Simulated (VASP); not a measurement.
The input files of a VASP run:

INCAR:
```
SYSTEM = InAs
PREC = Accurate
ENCUT = 500
EDIFF = 1E-6
NELM = 100
ALGO = Normal
LREAL = .FALSE.
LASPH = .TRUE.
ISMEAR = 1
SIGMA = 0.1
GGA = PS
LMAXMIX = 4
LWAVE = .FALSE.
LCHARG = .FALSE.
IBRION = 2
ISIF = 3
NSW = 40
EDIFFG = -0.02
PSTRESS = 450
```

KPOINTS:
```
Automatic mesh
0
Gamma
11 11 11
0 0 0
```

### POSCAR
```
InAs
1.0
  3.2321454217   0.0000000000   0.0000000000
  0.0000000000   3.2321454217   0.0000000000
  0.0000000000   0.0000000000   3.2321454217
In As
1 1
Cart
  0.0000000000   0.0000000000   0.0000000000
  1.6160727108   1.6160727108   1.6160727108
```

POTCAR, in this order: In_d As (PBE.64 set). Program: vasp_std.

### Question
Write an equivalent input for Quantum ESPRESSO's pw.x.

### Answer
One equivalent input (not run):
```
&CONTROL
  calculation = 'vc-relax'
  pseudo_dir = './pseudo'
  outdir = './out'
  tprnfor = .true.
  tstress = .true.
  nstep = 40
  forc_conv_thr = 0.00078
/
&SYSTEM
  ibrav = 0
  nat = 2
  ntyp = 2
  ecutwfc = 84
  occupations = 'smearing'
  smearing = 'methfessel-paxton'
  degauss = 0.00735
  input_dft = 'pbesol'
/
&ELECTRONS
  conv_thr = 7.3e-08
  electron_maxstep = 100
/
&IONS
/
&CELL
  press = 450
/
ATOMIC_SPECIES
  In 114.818 In.upf
  As 74.922 As.upf
CELL_PARAMETERS angstrom
     3.2321454    0.0000000    0.0000000
     0.0000000    3.2321454    0.0000000
     0.0000000    0.0000000    3.2321454
ATOMIC_POSITIONS crystal
  In   0.0000000  0.0000000  0.0000000
  As   0.5000000  0.5000000  0.5000000
K_POINTS automatic
  11 11 11 0 0 0
```
Limits of the translation: the potentials are each code's own (VASP's PAW set, PseudoDojo norm-conserving files in pw.x), so ENCUT and ecutwfc are chosen apart and not converted; conv_thr bounds pw.x's estimated SCF error, while EDIFF bounds the energy change between steps; forc_conv_thr acts on force components and is met together with etot_conv_thr.

The structure was generated: InAs was put into the CsCl type type (Pm-3m), which need not be its known phase. This run relaxes it under an external pressure of 45 GPa. Symmetry was kept, so distortions that lower it aren't found.
